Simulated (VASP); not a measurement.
Method: PBE GGA, VASP's PBE PAW potentials (set 64) (plane waves; VASP).

VASP input:

**POSCAR**
```
AgCl
1
    0.0000000000     2.7750000000     2.7750000000
    2.7750000000     0.0000000000     2.7750000000
    2.7750000000     2.7750000000     0.0000000000
Ag Cl
1 1
Direct
  0.0000000000   0.0000000000   0.0000000000
  0.5000000000   0.5000000000   0.5000000000
```

**INCAR**
```
ALGO = Normal
EDIFF = 1E-6
ENCUT = 300
GGA = PE
ISIF = 2
ISMEAR = -1
LASPH = .True.
LCHARG = .False.
LMAXMIX = 4
LREAL = .False.
LWAVE = .False.
NELM = 100
PREC = Accurate
SIGMA = 0.01
SYSTEM = AgCl
```

### KPOINTS
```
Automatic mesh
0
Gamma
4 4 4
0 0 0
```

POTCAR, in this order: Ag Cl (PBE.64 set). Program: vasp_std.

At this cut-off the stress carries a Pulay error, which pulls relaxed volumes low. Gaps are read on the run's mesh, which can miss a band edge.

Task: Predict the energy per atom (σ→0), pressure, band gap (on the k-mesh).

Result: 
| Property | Result |
|---|---|
| energy per atom (σ→0) | -2.693 eV/atom |
| band gap (on the k-mesh) | 0.89 eV |
| pressure | 1.23 GPa |

**OSZICAR**
```
...
DAV:   6    -0.539216218352E+01    0.18103E+00   -0.32425E-01   231   0.757E+00    0.423E+00
DAV:   7    -0.538673308637E+01    0.54291E-02   -0.99818E-02   208   0.250E+00    0.200E+00
DAV:   8    -0.538595853444E+01    0.77455E-03   -0.54139E-03   218   0.879E-01    0.292E-01
DAV:   9    -0.538601495000E+01   -0.56416E-04   -0.64658E-04   223   0.356E-01    0.422E-02
DAV:  10    -0.538607625767E+01   -0.61308E-04   -0.81239E-05   208   0.910E-02    0.257E-02
DAV:  11    -0.538608532223E+01   -0.90646E-05   -0.89154E-06   208   0.264E-02    0.349E-03
DAV:  12    -0.538608527111E+01    0.51116E-07   -0.51490E-07   159   0.916E-03
   1 F= -.53860853E+01 E0= -.53860853E+01  d E =-.359220E-11
```

The structure is a typed AgCl crystal (Fm-3m). The cell was not relaxed at this level. The k-mesh is coarse (spacing up to 0.49 per Å, 2π included), so the numbers may not be converged in it. The run is one of a series of settings (KPOINTS 4×4×4 Γ-centred mesh against the base run), some of them coarse on purpose.
